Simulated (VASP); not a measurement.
These are revPBE GGA, VASP's PBE PAW potentials (set 64) (plane waves; VASP 6.6.1) values and carry that method's errors.

VASP ran on this input.

KPOINTS:
```
Automatic
0
gamma
8 8 8
0 0 0
```

File POSCAR:
```
Rb
1
   -2.9157822041     2.9157822041     2.9157822041
    2.9157822041    -2.9157822041     2.9157822041
    2.9157822041     2.9157822041    -2.9157822041
Rb
1
Direct
  1.0000000000   1.0000000000   0.0000000000
```

**INCAR**
```
! general
SYSTEM  = Rb
PREC    = Accurate
ENCUT   = 520   ! plane-wave cut-off (eV)
LREAL   = .FALSE.   ! projection in real space or not
LASPH   = .TRUE.   ! aspherical one-centre terms

! electronic loop
EDIFF   = 1E-6
NELM    = 100   ! most electronic steps
ALGO    = Normal   ! blocked Davidson
LMAXMIX = 4   ! l cut-off of mixed one-centre charges

! smearing
ISMEAR  = 1   ! Methfessel-Paxton
SIGMA   = 0.1   ! width (eV)

! functional
GGA     = RE   ! revPBE

! ions
IBRION  = 2   ! conjugate gradients
NSW     = 60   ! most ionic steps
ISIF    = 3
EDIFFG  = -0.01   ! ionic stop

! output
LWAVE   = .FALSE.
LCHARG  = .FALSE.
```

POTCAR, in this order: Rb_sv (PBE.64 set). Program: vasp_std.

**Question.** Predict the energy per atom (σ→0), band gap (on the k-mesh).

**Answer.** 
```json
{
  "energy per atom (σ→0)": "-0.827 eV/atom",
  "band gap (on the k-mesh)": "none (metal, semimetal or under 0.01 eV)"
}
```

File OSZICAR:
```
...
DAV:   4    -0.820709069130E+00   -0.71902E-01   -0.71690E-01   824   0.544E+00
DAV:   5    -0.820969674288E+00   -0.26061E-03   -0.26060E-03   656   0.306E-01    0.125E+00
DAV:   6    -0.824408200827E+00   -0.34385E-02   -0.19143E-03   768   0.321E-01    0.743E-01
DAV:   7    -0.827581021676E+00   -0.31728E-02   -0.42977E-03   544   0.498E-01    0.444E-02
DAV:   8    -0.827858718703E+00   -0.27770E-03   -0.28077E-04   704   0.147E-01    0.158E-02
DAV:   9    -0.827868427494E+00   -0.97088E-05   -0.12430E-05   704   0.277E-02    0.458E-03
DAV:  10    -0.827868317835E+00    0.10966E-06   -0.22412E-06   696   0.100E-02
   1 F= -.82786832E+00 E0= -.82740439E+00  d E =-.827868E+00
```

The compound is Rb in the bcc structure. It was relaxed first, which changed the volume by +10 %. The start is the result of an earlier pass.
